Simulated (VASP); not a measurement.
```xyz
1
Lattice="-1.6004 1.6004 2.4655 1.6004 -1.6004 2.4655 1.6004 1.6004 -2.4655" Properties=species:S:1:pos:R:3 pbc="T T T"
In     0.0000     0.0000     0.0000
```

Computed with MS2 meta-GGA, VASP's PBE PAW potentials (set 64) (plane waves; VASP). Run with 520 eV cut-off, 14×14×14 Γ-centred mesh, first-order Methfessel-Paxton smearing of 0.10 eV, potentials In_d.

Unless said otherwise, spin-orbit coupling is left out, though it shifts the bands of the heavy elements here.

Question: Predict the energy per atom (σ→0), band gap (on the k-mesh) with the smallest direct gap where there is one.

Answer: 
```json
{
  "band gap (on the k-mesh)": "none (metal, semimetal or under 0.01 eV)",
  "energy per atom (σ→0)": "0.656 eV/atom"
}
```

The absolute energy has meaning only against runs of the same code, potentials and settings.

The compound is In in the bct structure. It was relaxed first. The start is the result of an earlier pass.
